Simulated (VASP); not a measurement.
Input:

```xyz
6
Lattice="4.6473 0.0000 0.0000 0.0000 4.6473 0.0000 0.0000 0.0000 3.0664" Properties=species:S:1:pos:R:3 pbc="T T T"
Mg     0.0000     0.0000     0.0000
Mg     2.3237     2.3237     1.5332
F      1.4095     1.4095     3.0664
F      3.7332     0.9141     1.5332
F      0.9141     3.7332     1.5332
F      3.2378     3.2378     0.0000
```

These are AM05 GGA, VASP's PBE PAW potentials (set 64) (plane waves; VASP) values and carry that method's errors. Run with 520 eV cut-off, 6×6×8 Γ-centred mesh, tetrahedra with Blöchl corrections, potentials Mg F.

The cores are frozen, which limits the accuracy of field gradients.

### Question
Give the principal components of the electric field gradient (V/Å²) and the asymmetry η at each nucleus.

### Answer

| atom | Vxx | Vyy | Vzz | η |
|---|---|---|---|---|
| Mg1 | -5.2 | -1.2 | 6.4 | 0.63 |
| Mg2 | -5.2 | -1.2 | 6.4 | 0.63 |
| F3 | 33.3 | 16.1 | -49.4 | 0.35 |
| F4 | 33.3 | 16.1 | -49.4 | 0.35 |
| F5 | 33.3 | 16.1 | -49.4 | 0.35 |
| F6 | 33.3 | 16.1 | -49.4 | 0.35 |

The compound is MgF2 in the rutile structure. It was relaxed first.
